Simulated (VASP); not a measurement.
The system is FeSi.

```
CELL_PARAMETERS angstrom
4.55070 0.00000 0.00000
0.00000 4.55070 0.00000
0.00000 0.00000 4.55070
ATOMIC_POSITIONS crystal
Fe 0.13652 0.13652 0.13652
Fe 0.36348 0.86348 0.63652
Fe 0.63652 0.36348 0.86348
Fe 0.86348 0.63652 0.36348
Si 0.84240 0.84240 0.84240
Si 0.65760 0.15760 0.34240
Si 0.34240 0.65760 0.15760
Si 0.15760 0.34240 0.65760
```

```yaml
Program: VASP 6.6.1
Task: relaxation of cell and atoms
Functional: LDA
Potentials_or_basis: VASP PAW LDA potentials, release 64 (Fe, Si)
Cutoff: 600 eV
k_mesh: 8 × 8 × 8
Occupations: gaussian, width 0.03 eV
Spin: no spin polarisation
```

At the start: pressure -24.2 GPa; volume 11.78 Å³/atom.

Where does the relaxation end?

Over 10 steps the energy falls by 113.0 meV/atom and the volume is 10.45 Å³/atom (-11.2 %); space group P2_13 (No. 198, to 0.05 Å).

The path:
```
step  energy change (eV)  largest force (eV/Å)  pressure (GPa)  volume (Å³)
   1              0.0000                0.3608          -24.25        94.24
   2              0.9571                1.2368           57.00        71.96
   3             -0.8972                0.1409           -1.15        84.10
   4             -0.8986                0.1592           -0.29        83.81
   5             -0.8985                0.1725            0.31        83.61
   6             -0.9030                0.0648            0.48        83.55
   7             -0.9033                0.0326            0.41        83.53
   8             -0.9033                0.0039           -0.67        83.83
   9             -0.9036                0.0187           -0.12        83.67
  10             -0.9037                0.0076           -0.03        83.64
```

Final structure:
```
CELL_PARAMETERS angstrom
4.37325 0.00000 0.00000
0.00000 4.37325 0.00000
0.00000 0.00000 4.37325
ATOMIC_POSITIONS crystal
Fe 0.13710 0.13710 0.13710
Fe 0.36290 0.86290 0.63710
Fe 0.63710 0.36290 0.86290
Fe 0.86290 0.63710 0.36290
Si 0.84082 0.84082 0.84082
Si 0.65917 0.15918 0.34082
Si 0.34082 0.65917 0.15918
Si 0.15918 0.34082 0.65917
```

Caveat: the volume moved by -11 % from the deposited cell, more than functionals usually miss.
